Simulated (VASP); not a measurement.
## Os (hcp): computed properties

Level of theory: r2SCAN meta-GGA, VASP's PBE PAW potentials (set 64) (plane waves; VASP 6.6.1).

```json
{
  "space_group": "P6_3/mmc (194)",
  "cell": "a = b = 2.741 Å, c = 4.317 Å, α = β = 90.00°, γ = 120.00°",
  "volume_per_atom": "14.05 Å³/atom",
  "band gap (over mesh and band path)": "none (metal, semimetal or under 0.01 eV)",
  "band_gap_with_spin_orbit_coupling": "none (metallic)",
  "density": "22.49 g/cm³"
}
```

```
Os
1.0
    1.37066    -2.37405     0.00000
    1.37066     2.37405     0.00000
    0.00000     0.00000     4.31688
Os
2
Direct
  0.33333   0.66667   0.25000
  0.66667   0.33333   0.75000
```

Measured: a 2.734 Å at 293 K (computed value off by +0.2 %), c 4.320 Å at 293 K (computed value off by -0.1 %), as given by Wikipedia, Osmium (infobox). The calculation is for a static lattice, while the measured a, c hold thermal and zero-point effects, which are part of the difference. Unless said otherwise, spin-orbit coupling is left out, though it shifts the bands of the heavy elements here.

The compound is Os in the hcp structure. It was relaxed first. Symmetry was kept, so distortions that lower it aren't found.
